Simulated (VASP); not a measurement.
Method: PBE GGA, VASP's PBE PAW potentials (set 64) (plane waves; VASP).

VASP ran on this input.

File KPOINTS:
```
Automatic mesh
0
Gamma
12 12 12
0 0 0
```

File POSCAR:
```
MoSi2
1
   -1.6371000000     1.6371000000     4.0035000000
    1.6371000000    -1.6371000000     4.0035000000
    1.6371000000     1.6371000000    -4.0035000000
Si Mo
2 1
Direct
  0.6650000000   0.6650000000   0.0000000000
  0.3350000000   0.3350000000   0.0000000000
  0.0000000000   0.0000000000   0.0000000000
```

**INCAR**
```
ALGO = Normal
EDIFF = 1E-6
ENCUT = 400
GGA = PE
ISIF = 2
ISMEAR = -5
LASPH = .True.
LCHARG = .False.
LMAXMIX = 4
LREAL = .False.
LWAVE = .False.
NELM = 100
PREC = Accurate
SYSTEM = MoSi2
```

POTCAR, in this order: Si Mo_sv (PBE.64 set). Program: vasp_std.

The resulting files:

### OUTCAR
```
 ion  position               nearest neighbor table
   1  0.665  0.665  0.000-   2 2.64   3 2.67   3 2.67   3 2.67   3 2.67   3 2.68   2 2.69   2 2.69
                             2 2.69   2 2.69
   2  0.335  0.335  0.000-   1 2.64   3 2.67   3 2.67   3 2.67   3 2.67   3 2.68   1 2.69   1 2.69
                             1 2.69   1 2.69
   3  0.000  0.000  0.000-   1 2.67   2 2.67   1 2.67   2 2.67   1 2.67   2 2.67   2 2.67   1 2.67
                             1 2.68   2 2.68
  LATTYP: Found a body centered tetragonal cell.
 ALAT       =     3.2742000000
 C/A-ratio  =     2.4454828660
 Subroutine PRICEL returns:
 Original cell was already a primitive cell.
 Subroutine GETGRP returns: Found 16 space group operations
The static configuration has the point symmetry D_4h.
The dynamic configuration has the point symmetry D_4h.
 Subroutine INISYM returns: Found 16 space group operations
 Subroutine IBZKPT returns following result:
 Found    163 irreducible k-points:

 Following reciprocal coordinates:
            Coordinates               Weight
  0.000000  0.000000  0.000000      1.000000
  0.083333  0.000000 -0.000000      8.000000
  0.166667  0.000000  0.000000      8.000000
  0.250000  0.000000 -0.000000      8.000000
...
```

File OSZICAR:
```
       N       E                     dE             d eps       ncg     rms          rms(c)
DAV:   1     0.984834333294E+02    0.98483E+02   -0.98943E+03  4978   0.113E+03
DAV:   2    -0.218760754156E+02   -0.12036E+03   -0.11945E+03  6178   0.295E+02
DAV:   3    -0.241465642901E+02   -0.22705E+01   -0.22604E+01  6458   0.376E+01
DAV:   4    -0.241578737811E+02   -0.11309E-01   -0.11317E-01  5751   0.306E+00
DAV:   5    -0.241579749748E+02   -0.10119E-03   -0.10127E-03  6521   0.258E-01    0.185E+01
DAV:   6    -0.233954447566E+02    0.76253E+00   -0.89207E+00  5653   0.194E+01    0.398E+00
DAV:   7    -0.232294020893E+02    0.16604E+00   -0.14990E+00  5504   0.754E+00    0.381E+00
DAV:   8    -0.231927937188E+02    0.36608E-01   -0.13288E-01  5835   0.296E+00    0.450E-01
DAV:   9    -0.231919921018E+02    0.80162E-03   -0.27268E-03  6045   0.446E-01    0.264E-01
DAV:  10    -0.231919753639E+02    0.16738E-04   -0.95003E-04  5856   0.280E-01    0.588E-02
DAV:  11    -0.231919330129E+02    0.42351E-04   -0.37503E-04  5765   0.148E-01    0.440E-02
DAV:  12    -0.231919370993E+02   -0.40864E-05   -0.31094E-05  5692   0.396E-02    0.130E-02
DAV:  13    -0.231919381127E+02   -0.10134E-05   -0.25708E-06  4523   0.942E-03    0.166E-03
DAV:  14    -0.231919382285E+02   -0.11582E-06   -0.19433E-07  2683   0.293E-03
   1 F= -.23191938E+02 E0= -.23191938E+02  d E =0.000000E+00
```

### OUTCAR
```
------------------------ aborting loop because EDIFF is reached ----------------------------------------
  FORCE on cell =-STRESS in cart. coord.  units (eV):
  Direction    XX          YY          ZZ          XY          YZ          ZX
  --------------------------------------------------------------------------------------
  Total       -2.5417963     -2.5417963     -2.8542667      0.0000000     -0.0000000      0.0000000
  in kB      -94.8857685    -94.8857685   -106.5503546      0.0000000     -0.0000000      0.0000000
  external PRESSURE =     -98.7739639 kB  Pullay stress =       0.0000000 kB
  volume of cell :       42.92
      direct lattice vectors                 reciprocal lattice vectors
    -1.637100000  1.637100000  4.003500000     0.000000000  0.305418117  0.124890721
     1.637100000 -1.637100000  4.003500000     0.305418117  0.000000000  0.124890721
     1.637100000  1.637100000 -4.003500000     0.305418117  0.305418117  0.000000000
 POSITION                                       TOTAL-FORCE (eV/Angst)
 -----------------------------------------------------------------------------------
      0.00000      0.00000      5.32465        -0.000000     -0.000000     -0.147657
      0.00000      0.00000      2.68235         0.000000      0.000000      0.147657
      0.00000      0.00000      0.00000        -0.000000     -0.000000      0.000000
 -----------------------------------------------------------------------------------
    total drift:                                0.000000      0.000000     -0.000000
  FREE ENERGIE OF THE ION-ELECTRON SYSTEM (eV)
  ---------------------------------------------------
  free  energy   TOTEN  =       -23.1919382285 eV

  energy  without entropy=      -23.1919382285  energy(sigma->0) =      -23.19193823
```
(Selected blocks of OUTCAR.)

For a metal the tetrahedron method with Blöchl corrections gives inexact stress and forces.

The compound is MoSi2 in the MoSi2 type structure. The cell was not relaxed at this level. The run is one of a series of settings (ISMEAR = -5, SIGMA removed against the base run), some of them coarse on purpose.
